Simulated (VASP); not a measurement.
Level of theory: rev-vdW-DF2, VASP's PBE PAW potentials (set 64) (plane waves; VASP).

VASP ran on this input.

File KPOINTS:
```
Automatic mesh
0
Gamma
7 7 7
0 0 0
```

**POSCAR**
```
ZnSe
1
    0.0000000000     2.8350000000     2.8350000000
    2.8350000000     0.0000000000     2.8350000000
    2.8350000000     2.8350000000     0.0000000000
Zn Se
1 1
Direct
  0.0000000000   0.0000000000   0.0000000000
  0.2500000000   0.2500000000   0.2500000000
```

**INCAR**
```
LREAL = .FALSE.
SIGMA = 0.05   ! width (eV)
ZAB_VDW = -1.8867
LCHARG = .FALSE.
LUSE_VDW = .TRUE.
GGA = MK
AGGAC = 0.0
SYSTEM = ZnSe
EDIFF = 1E-6   ! SCF stop (eV)
PARAM2 = 0.7114
NSW = 60
NELM = 100   ! most electronic steps
LWAVE = .FALSE.
LMAXMIX = 4   ! l cut-off of mixed one-centre charges
EDIFFG = -0.01
ISIF = 3
ENCUT = 520   ! plane-wave cut-off (eV)
PARAM1 = 0.1234568
IBRION = 2   ! conjugate gradients
LASPH = .TRUE.
PREC = Accurate
ALGO = Normal
ISMEAR = 0   ! Gaussian
```

POTCAR, in this order: Zn Se (PBE.64 set). Program: vasp_std.

Question: Estimate the energy per atom (σ→0), volume per atom, band gap (on the k-mesh).

Answer: 
The energy per atom (σ→0) is -0.939 eV/atom. The band gap (on the k-mesh) comes out as 1.09 eV. The volume per atom is 23.16 Å³/atom.

**OSZICAR**
```
...
       N       E                     dE             d eps       ncg     rms          rms(c)
DAV:   1    -0.187972629339E+01   -0.27298E-02   -0.34475E-02   620   0.390E+00    0.360E-01
DAV:   2    -0.187746640394E+01    0.22599E-02   -0.83588E-03   615   0.256E+00    0.131E-01
DAV:   3    -0.187719493392E+01    0.27147E-03   -0.29041E-04   550   0.168E-01    0.624E-02
DAV:   4    -0.187712855762E+01    0.66376E-04   -0.40829E-05   603   0.805E-02    0.244E-02
DAV:   5    -0.187711980320E+01    0.87544E-05   -0.10282E-05   769   0.608E-02    0.212E-03
DAV:   6    -0.187711987311E+01   -0.69906E-07   -0.26030E-06   420   0.257E-02
   3 F= -.18771199E+01 E0= -.18771199E+01  d E =-.233973E-02
```

The compound is ZnSe in the zinc blende structure. This run relaxes it. Symmetry was kept, so distortions that lower it aren't found.
